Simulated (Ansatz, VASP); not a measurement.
## SnSe in two plane-wave programs

Wanted: the spread between two codes on one cell, functional and k mesh. The structure shown is the start of the Ansatz relaxation below; VASP solves that cell, so the two are compared at the walk's first step.

Calculated with Ansatz 0.2.0; plane waves, with VASP 6.6.1 beside it; single point at revPBE.

## 1. Set-up

The cell holds 4 atoms: 2 Sn and 2 Se. Cell: a = 4.692 Å, b = 4.092 Å, c = 29.764 Å, α = 90.0°, β = 90.0°, γ = 90.0°. Vacuum lies along c. The height across the vacuum is the one that the program set for its solve, not the one typed.

Coordinates:

```cif
data_structure
_symmetry_space_group_name_H-M 'P 1'
_symmetry_Int_Tables_number 1
_cell_length_a 4.6921
_cell_length_b 4.0922
_cell_length_c 29.7643
_cell_angle_alpha 90.000
_cell_angle_beta 90.000
_cell_angle_gamma 90.000
_cell_volume 571.50
loop_
_atom_site_label
_atom_site_type_symbol
_atom_site_fract_x
_atom_site_fract_y
_atom_site_fract_z
_atom_site_occupancy
Sn1 Sn 0.89100 0.00000 0.36564 1
Sn2 Sn 0.39100 0.50000 0.26545 1
Se3 Se 0.00000 0.00000 0.27593 1
Se4 Se 0.50000 0.50000 0.35515 1
```

## 2. Ansatz: relaxation, revPBE

Ansatz runs on its default PAW (the set named soft_2) files.

The two programs are compared at the cell with which this relaxation starts, whose forces are those of its first step.

The input, input.yaml:

```yaml
crystal:
  lattice:
    - [4.692075, 0.0, 0.0]
    - [0.0, 4.092175, 0.0]
    - [0.0, 0.0, 18.78382]
  atoms:
    - { symbol: Sn, position: [0.891, 0.0, 0.57938127] }
    - { symbol: Sn, position: [0.391, 0.5, 0.42061873] }
    - { symbol: Se, position: [0.0, 0.0, 0.43723341] }
    - { symbol: Se, position: [0.5, 0.5, 0.56276659] }
  periodic: [true, true, false]
kpoints:
  mp_grid: { grid: [5, 6, 1] }
scf:
  occupations: { method: fermi_dirac, width: 0.05 }
hamiltonian:
  xc: revpbe
output:
  forces: true
  stress: true
  write_density: true
  write_potential: true
  elf: true
  volumetric_format: npy
relax:
  f_tol: 0.02
  max_steps: 50
  cell: {}
```

Command:

```bash
> ansatz run input.yaml --threads 1 --pin off --max-ram 4096MiB --backend cpu --events-out ev --progress --plain --runs-dir out
```

Numbers of over 12 decimals in the logs are rounded to 6 here.

The log of the run:

```text
Warning: crystal.periodic: the lattice vector that does not repeat stood 0.000° off the slab's normal, 18.784 Å along it as the deck builds it. The run solves the slab on a vector along the normal, 29.764 Å long, with every atom where it was (on the deck's vector they left 15.80 Å outside them, and the widest stretch free of ions among them is 2.36 Å). A fractional position that the run reports is one of the run's ce [...]
crystal.periodic: the lattice vector that does not repeat stood 0.000° off the slab's normal, 18.784 Å along it as the deck builds it. The run solves the slab on a vector along the normal, 29.764 Å long, with every atom where it was (on the deck's vector they left 15.80 Å outside them, and the widest stretch free of ions among them is 2.36 Å). A fractional position that the run reports is one of the run's cell, which [...]
Engine: ansatz 0.2.0, aarch64-unknown-linux-gnu
Pseudopotentials: kind: paw
Pseudopotential: Sn, paw, valence charge 14, recommended cutoff 420 eV (normal), Sn.paw.azcp
Pseudopotential: Se, paw, valence charge 16, recommended cutoff 420 eV (normal), Se.paw.azcp
Functional definition: revPBE
  parameter kappa = 1.245
  parameter beta = 0.066725
  exchange = pbe_x(kappa = kappa, mu = beta*pi^2/3)
  correlation = pbe_c(beta = beta)
Crystal: 4 atoms, lattice volume = 571.499 Å³
Basis set: ecut = 420 eV, 11193 PW (Γ), exchange–correlation on 64×60×400 points (8 copies of the dense FFT grid, shifted against one another)
Bands: 36, of which v1, the nominal top of the filled ones, is band 30 counted from 1 (29 counted from 0)
Symmetry: 4 space group operations
Space group: Pmn21 (ITA 31), of the structure as read, at distance tolerance 8.3e-5 Å
k-points: 12 of 30 (time reversal used)
Non-local potential: Sn, projectors of the file, l = 0: 2, l = 1: 2, l = 2: 2, l = 3: 2
Non-local potential: Se, projectors of the file, l = 0: 2, l = 1: 2, l = 2: 3, l = 3: 1
PAW form: soft (Blöchl's): semilocal exchange-correlation on the pseudo side does not see the compensation charge
PAW frozen core: Sn, regenerated for the run's functional, and the local potential with it (the file was generated under x = pbe(κ = 0.804, μ = 0.219515), c = pbe(β = 0.066725))
PAW frozen core: Se, regenerated for the run's functional, and the local potential with it (the file was generated under x = pbe(κ = 0.804, μ = 0.219515), c = pbe(β = 0.066725))
PAW one-centre angular grid: Sn, 590 points (default); XC on 64 Gauss nodes
PAW one-centre angular grid: Se, 590 points (default); XC on 64 Gauss nodes
Initial density: superposition of atomic densities (neutral atoms: chi_scale 0, normalization atom), corrected by the library's trained network
Initial wavefunctions: pseudopotential atomic-orbital guess
Functional: x = revpbe(κ = 1.245, μ = 0.219515), c = pbe(β = 0.066725)
[...]
SCF iter   4: F=—  HF=-23009.113054 eV  |F-HF|=—  |Δ(HF+E_count)|=   2.10e-6  Δρ=3.44e-5  dr2=5.72e-6  ethr=2.56e-7  ⟨swp⟩=3.1  Hψ=857  notcnv=0
SCF iter   5: F=—  HF=-23009.113064 eV  |F-HF|=—  |Δ(HF+E_count)|=   9.81e-6  Δρ=1.06e-5  dr2=6.77e-7  ethr=9.53e-9  ⟨swp⟩=3.9  Hψ=927  notcnv=0
SCF iter   6: F=—  HF=-23009.113064 eV  |F-HF|=—  |Δ(HF+E_count)|=   5.60e-7  Δρ=3.59e-6  dr2=1.89e-7  ethr=1.13e-9  ⟨swp⟩=2.6  Hψ=705  notcnv=0
SCF iter   7: F=-23009.113064 eV  HF=-23009.113064 eV  |F-HF|=1.39e-8  |Δ(HF+E_count)|=   1.79e-8  Δρ=1.01e-6  dr2=5.06e-9  ethr=7.97e-11  ⟨swp⟩=11.2  Hψ=4006  notcnv=0
SCF 6 converged in 7 iterations: F = -23009.113064 eV  dr2 = 5.06e-9
relax step   6: F+E_penalty+E_count = -23009.11306418 eV  Δ(F+E_penalty+E_count) = -5.330e-3 eV  max|allowed force component| = 5.508e-3 eV/Å  Δτ_max = 0.0435 Å  P = +0.030 N/m  Ω = 587.169 Å³  energy of the carried Pulay correction = -5.058e-4 eV  fix = [c, alpha, beta]  reactions: c +0.000 N/m  (7 SCF iters, dr2 threshold 4.78e-8 eV, accepted)
[...]
relax step   7: F+E_penalty+E_count = -23009.11381103 eV  Δ(F+E_penalty+E_count) = -7.469e-4 eV  max|allowed force component| = 3.953e-3 eV/Å  Δτ_max = 0.0123 Å  P = -0.010 N/m  Ω = 585.731 Å³  energy of the carried Pulay correction = -4.599e-4 eV  fix = [c, alpha, beta]  reactions: c +0.000 N/m  (7 SCF iters, dr2 threshold 1.43e-8 eV, accepted)
[...]
relax step   8: F+E_penalty+E_count = -23009.11427307 eV  Δ(F+E_penalty+E_count) = -4.620e-4 eV  max|allowed force component| = 4.119e-3 eV/Å  Δτ_max = 0.0000 Å  P = -0.013 N/m  Ω = 585.731 Å³  fix = [c, alpha, beta]  reactions: c +0.000 N/m  stress off target by 3.93e-2 N/m on what of the cell is left free  SCF on the basis re-selected at this cell (its energy is not comparable with the rows above)  (8 SCF iters)
basis re-selected at this cell: Δ(F+E_penalty+E_count) = -4.620e-4 eV, ΔP = -0.003 N/m vs the last step (what re-selecting the basis moved, of the pressure what is left beyond the Pulay correction that the steps carried, after the strain that the cell walked since its last selection, with what the two solves' SCF thresholds leave and, on support functions, any second-order correction that the steps lacked; it is no m [...]
SCF converged after 8 iterations
Free energy (F): -23009.114273 eV
Harris-Foulkes:  -23009.114273 eV  (|F-HF|=2.14e-9)
Internal energy: -23009.114272 eV  (E = F + TS)
E sigma→0 (E₀):  -23009.114273 eV
Entropy (-TS):   -0.000001 eV (-0.000 meV/atom)
Fermi energy:    -3.831292 eV
--- Per-component energies (eV) ---
  E_band       = -1730.901421
  E_kinetic    = 604.253241
  E_local      = -102828.936548  (includes V_loc(G=0)·N_el)
  E_nonlocal   = -1260.586588
  E_hartree    = 51200.008214
  E_xc         = -974.560649
  E_vxc        = -385.961810  (∫ρ·V_xc dr)
  E_paw        = -12108.261703  (= ΣΔE_a)
  E_vpaw       = -259.684934  (= ΣTr[D̂ρ^β])
  E_aug_tail   = -0.001178  (compensation charges beyond the density's cutoff)
  E_ewald      = 42359.327763
  E_core_change = -0.356824  (= ΣΔE_core)
  E_smearing   = -0.000001  (= −TS)
  E_closure    = 0.000000  (closes the sum)
  Σ components = -23009.114273   (vs F -23009.114273, Δ=0.00e0)
--- Forces (eV/Å), atoms counted from 1 ---
  atom   1  Sn    -0.00411922     0.00000000    -0.00323454
  atom   2  Sn    -0.00411922     0.00000000     0.00323454
  atom   3  Se     0.00411916    -0.00000000    -0.00002676
  atom   4  Se     0.00411916    -0.00000000     0.00002676
  max |Σ_I F_I| component: 1.23e-7 eV/Å
--- 2D stress c σ (N/m, compression-positive) ---
       -0.039304      -0.000000       0.000000
       -0.000000       0.013844       0.000000
        0.000000       0.000000       0.000000
  P = ½ c Tr σ = -0.0127 N/m
--- Band table (eV; the first three rows and the last of 12) ---
  k-point 0: bands = [... 26 lower, -7.1736, -6.0532, -6.0427, -4.9037, -2.7563, -1.3230, -0.9143, -0.5449, ... 2 higher]
  k-point 1: bands = [... 26 lower, -6.9519, -6.0930, -5.6010, -5.0018, -2.6345, -1.6086, -1.1885, -1.0026, ... 2 higher]
  k-point 2: bands = [... 26 lower, -6.4985, -6.0077, -5.2630, -4.9513, -2.9796, -2.2326, -2.0707, -1.7939, ... 2 higher]
  k-point 11: bands = [... 26 lower, -7.3166, -7.3166, -5.9159, -5.9159, -1.2889, -1.2889, -0.1106, -0.1106, ... 2 higher]
  the weakly bound empty levels are not read free of the cell's end (no_gap_told)
--- Relaxed structure (7 steps of the walk, 6 accepted, 1 SCFs on fresh bases) ---
  F+E_penalty+E_count = -23009.11427307 eV   max|allowed force component| = 4.119e-3 eV/Å   (the final SCF, on the basis selected at the relaxed cell)
  cell:  # Å, volume = 585.7307 Å³
    - [4.584295, 0.0, 0.0]
    - [0.0, 4.292687, 0.0]
    - [0.0, 0.0, 29.764334]
  atoms:
    - { symbol: Sn, position: [0.904737, 0.0, 0.362530] }
    - { symbol: Sn, position: [0.404737, 0.5, 0.268555] }
    - { symbol: Se, position: [-0.013737, 0.0, 0.271303] }
    - { symbol: Se, position: [0.486263, 0.5, 0.359782] }
```

## 3. VASP: single point, revPBE, start cell

The same cell, functional, mesh and smearing now go to VASP, with its own data sets.

Lines of VASP's logs that name or quote its potential files are left out, and so is its time.

The input, INCAR:

```
SYSTEM = SnSe
PREC = Accurate
ENCUT = 400
EDIFF = 1E-06
NELM = 120
ISMEAR = -1
SIGMA = 0.05
LREAL = .FALSE.
ALGO = Normal
GGA = RE
NBANDS = 26
LORBIT = 11
LWAVE = .FALSE.
LCHARG = .FALSE.
ISIF = 2
LDIPOL = .TRUE.
IDIPOL = 3
DIPOL = 0.5 0.5 0.316
LVHAR = .TRUE.
LASPH = .TRUE.
GGA_COMPAT = .FALSE.
EFERMI = MIDGAP
NELMDL = -8
```

The input, POSCAR:

```
SnSe
1.0
    4.6920750000      0.0000000000      0.0000000000
    0.0000000000      4.0921750000      0.0000000000
    0.0000000000      0.0000000000     29.7643340000
Sn Se
2 2
Direct
    0.8910000373      0.0000000000      0.3656387205
    0.3909999307      0.5000001222      0.2654461209
    0.0000000000      0.0000000000      0.2759313882
    0.4999998934      0.5000001222      0.3551534531
```

The input, KPOINTS:

```
Automatic mesh
0
Gamma
5 6 1
0 0 0
```

PAW data sets: Sn_d and Se (PBE family, release 64).

Command:

```bash
> mpirun -np 1 vasp_std
```

The log of the run:

```text
[banner, memory and clock lines left out]
running    1 mpi-ranks, on    1 nodes
 distrk:  each k-point on    1 cores,    1 groups
 distr:  one band on    1 cores,    1 groups

 POSCAR found type information on POSCAR SnSe
 POSCAR found :  2 types and       4 ions
|                                                                             |
|               ----> ADVICE to this user running VASP <----                  |
|                                                                             |
|     You enforced a specific xc type in the INCAR file but a different       |
|     [... a line on the potential file left out ...]
|     I HOPE YOU KNOW WHAT YOU ARE DOING!                                     |
|                                                                             |

 LDA part: xc-table for (Slater+PW92), standard interpolation
 POSCAR, INCAR and KPOINTS ok, starting setup
 FFT: planning ... GRIDC
 FFT: planning ... GRID_SOFT
 FFT: planning ... GRID
 WAVECAR not read
 entering main loop
       N       E                     dE             d eps       ncg     rms          rms(c)
DAV:   1     0.247010006881E+03    0.24701E+03   -0.15304E+04   832   0.969E+02
DAV:   2     0.145023545220E+02   -0.23251E+03   -0.22937E+03   744   0.243E+02
DAV:   3    -0.147083449334E+02   -0.29211E+02   -0.29103E+02   792   0.994E+01
DAV:   4    -0.156288601158E+02   -0.92052E+00   -0.91653E+00   758   0.215E+01
DAV:   5    -0.156567791437E+02   -0.27919E-01   -0.27898E-01   832   0.371E+00
DAV:   6    -0.156577556940E+02   -0.97655E-03   -0.97654E-03   860   0.655E-01
DAV:   7    -0.156577787245E+02   -0.23031E-04   -0.23031E-04   944   0.869E-02
DAV:   8    -0.156577790862E+02   -0.36161E-06   -0.36121E-06   772   0.125E-02    0.482E+00
DAV:   9    -0.151912052712E+02    0.46657E+00   -0.12053E+00   836   0.546E+00    0.305E+00
DAV:  10    -0.151817278207E+02    0.94775E-02   -0.38678E-01   802   0.255E+00    0.117E+00
DAV:  11    -0.151746654338E+02    0.70624E-02   -0.52882E-02   774   0.143E+00    0.277E-01
DAV:  12    -0.151718937528E+02    0.27717E-02   -0.78802E-03   788   0.541E-01    0.114E-01
DAV:  13    -0.151704664774E+02    0.14273E-02   -0.11720E-03   786   0.164E-01    0.577E-02
DAV:  14    -0.151691043919E+02    0.13621E-02   -0.13256E-03   874   0.127E-01    0.420E-02
[...]
DAV:  19    -0.151686762448E+02   -0.13032E-03   -0.57984E-06   642   0.773E-03    0.260E-03
DAV:  20    -0.151687483354E+02   -0.72091E-04   -0.23182E-06   634   0.429E-03    0.148E-03
DAV:  21    -0.151687989626E+02   -0.50627E-04   -0.30902E-06   604   0.500E-03    0.805E-04
DAV:  22    -0.151688184682E+02   -0.19506E-04   -0.46601E-07   530   0.199E-03    0.717E-04
DAV:  23    -0.151688370641E+02   -0.18596E-04   -0.11602E-06   570   0.256E-03    0.297E-04
DAV:  24    -0.151688438814E+02   -0.68173E-05   -0.26541E-07   558   0.127E-03    0.389E-04
DAV:  25    -0.151688456017E+02   -0.17203E-05   -0.27884E-08   566   0.735E-04    0.877E-05
DAV:  26    -0.151688465942E+02   -0.99254E-06   -0.15992E-08   482   0.417E-04
   1 F= -.15168847E+02 E0= -.15168847E+02  d E =-.141020E-06
```

Parts of OUTCAR (step 3):

```text
ion  position               nearest neighbor table
   1  0.891  0.000  0.366-   3 2.72   4 2.77   4 2.77
   2  0.391  0.500  0.265-   4 2.72   3 2.77   3 2.77
   3  0.000  0.000  0.276-   1 2.72   2 2.77   2 2.77
   4  0.500  0.500  0.355-   2 2.72   1 2.77   1 2.77

  LATTYP: Found a simple orthorhombic cell.
 ALAT       =     4.0921750000
 B/A-ratio  =     1.1465968586
 C/A-ratio  =     7.2734753523

 Subroutine GETGRP returns: Found  4 space group operations
 (whereof  2 operations were pure point group operations)

The static configuration has the point symmetry C_1h.
 The point group associated with its full space group is C_2v.

 Found     12 irreducible k-points:

   k-points           NKPTS =     12   k-points in BZ     NKDIM =     12   number of bands    NBANDS=     26

   dimension x,y,z NGX =    32 NGY =   28 NGZ =  196
   dimension x,y,z NGXF=    64 NGYF=   56 NGZF=  392

   ENCUT  =  400.0 eV  29.40 Ry    5.42 a.u.   7.65  6.67 48.54*2*pi/ulx,y,z

   NELECT =      40.0000    total number of electrons

 k-points in reciprocal lattice and weights: Automatic mesh
   0.00000000  0.00000000  0.00000000       0.033
   0.20000000  0.00000000  0.00000000       0.067
   0.40000000  0.00000000  0.00000000       0.067
   0.00000000  0.16666667  0.00000000       0.067
   0.20000000  0.16666667  0.00000000       0.133
   0.40000000  0.16666667  0.00000000       0.133
   0.00000000  0.33333333  0.00000000       0.067
   0.20000000  0.33333333  0.00000000       0.133
   0.40000000  0.33333333  0.00000000       0.133
   0.00000000  0.50000000  0.00000000       0.033
   0.20000000  0.50000000  0.00000000       0.067
   0.40000000  0.50000000  0.00000000       0.067

 dipolmoment           0.000000      0.000000      0.000002 electrons x Angstroem

 average (electrostatic) potential at core
       1-109.4222       2-109.4222       3 -60.5511       4 -60.5511

 E-fermi :  -1.9091

 k-point     1 :       0.0000    0.0000    0.0000
  band No.  band energies     occupation
    ...
     16      -5.6540      2.00000
     17      -5.2496      2.00000
     18      -4.1754      2.00000
     19      -4.0679      2.00000
     20      -2.7364      2.00000
     21      -1.1554      0.00000
     22       0.3354      0.00000
     23       0.7385      0.00000
     24       1.1463      0.00000
     25       1.5754      0.00000
    ...

 k-point     2 :       0.2000    0.0000    0.0000
  band No.  band energies     occupation
    ...
     16      -5.1097      2.00000
     17      -5.0605      2.00000
     18      -4.0366      2.00000
     19      -3.4535      2.00000
     20      -3.1387      2.00000
     21      -0.7904      0.00000
     22      -0.1582      0.00000
     23       0.4239      0.00000
     24       0.9874      0.00000
     25       1.3656      0.00000
    ...

 k-point     3 :       0.4000    0.0000    0.0000
  band No.  band energies     occupation
    ...
     16      -4.5859      2.00000
     17      -4.5634      2.00000
     18      -4.1422      2.00000
     19      -3.4051      2.00000
     20      -2.6231      2.00000
     21      -1.1098      0.00000
     22      -0.2350      0.00000
     23       0.1133      0.00000
     24       0.4755      0.00000
     25       0.9832      0.00000
    ...

  Total        1.8333574      2.3237869      1.1087361      0.0000000      0.0000000      0.0000000
  in kB        5.1397548      6.5146571      3.1083038      0.0000000      0.0000000      0.0000000
  external PRESSURE =       4.9209053 kB  Pullay stress =       0.0000000 kB

  energy-cutoff  :      400.00
  volume of cell :      571.50
      direct lattice vectors                 reciprocal lattice vectors
     4.692075000  0.000000000  0.000000000     0.213125323  0.000000000  0.000000000
     0.000000000  4.092175000  0.000000000     0.000000000  0.244368826  0.000000000
     0.000000000  0.000000000 29.764334000     0.000000000  0.000000000  0.033597258

 POSITION                                       TOTAL-FORCE (eV/Angst)
 -----------------------------------------------------------------------------------
      4.18064      0.00000     10.88299         0.261393      0.000000      0.220254
      1.83460      2.04609      7.90083         0.261393      0.000000     -0.220254
      0.00000      0.00000      8.21291        -0.261393      0.000000     -0.209653
      2.34604      2.04609     10.57091        -0.261393      0.000000      0.209653
 -----------------------------------------------------------------------------------
    total drift:                               -0.000094     -0.000455     -0.000047

  FREE ENERGIE OF THE ION-ELECTRON SYSTEM (eV)
  ---------------------------------------------------
  free  energy   TOTEN  =       -15.1688465942 eV

  energy  without entropy=      -15.1688464532  energy(sigma->0) =      -15.16884652

 vacuum level on the upper side and lower side of the slab         1.824         1.824

 total charge
# of ion       s       p       d       tot
------------------------------------------
    1        1.354   0.770   9.985  12.109
    2        1.354   0.770   9.985  12.109
    3        1.466   2.350   0.023   3.839
    4        1.466   2.350   0.023   3.839
--------------------------------------------------
tot          5.641   6.239  20.015  31.896

[... 3 further parts left out ...]
```

## 4. Differences

Known differences besides the potentials themselves: Ansatz cuts the interaction across the vacuum, VASP repeats the sheet with a dipole correction; the data sets hold 60 valence electrons in Ansatz (on its default PAW (the set named soft_2) files) and 40 in VASP; the cutoff is 420 eV in Ansatz and 400 eV in VASP; Ansatz makes its cores anew for this functional, VASP keeps those of its PBE data sets. Total energies have different zeros and are not compared.

Forces (eV/Å; atoms numbered as in POSCAR):

```
atom         Ansatz x, y, z           VASP x, y, z
 Sn1    0.249, 0.000, 0.205    0.261, 0.000, 0.220
 Sn2   0.249, 0.000, -0.205   0.261, 0.000, -0.220
 Se3  -0.249, 0.000, -0.201  -0.261, 0.000, -0.210
 Se4   -0.249, 0.000, 0.201   -0.261, 0.000, 0.210
```

The forces differ by 10 meV/Å r.m.s., which is 5.2 % of the r.m.s. force of 0.195 eV/Å (both taken over all components). With vacuum in the cell, a pressure given here is an average over mostly empty space and none of the material.

## 5. Outcome

| Item | Value |
| --- | --- |
| r.m.s. force difference (single point, revPBE, start cell) | 10 meV/Å |

In words: The r.m.s. force difference is 10 meV/Å (single point, revPBE, start cell), within the 12 meV/Å picked in this series as the mark of a large difference. The data sets hold unlike numbers of valence electrons (60 in Ansatz and 40 in VASP), so part of the differences comes from the potentials. 1 further run of this series is not shown here. How closely two codes agree says nothing of how well the functional describes the real material.

[Lines on the potential files, build, host, timing and source positions are cut from VASP's logs without a mark.]

[Logs are printed without paths, hosts, clocks, repeated set-up lines and the standing remarks that a program may print on its own settings, such as how far it seeks lower states.]

[Hosts, paths, dates, database ids (printed as entryN), source tags and the programs' standing remarks are cut or masked in the printed files.]
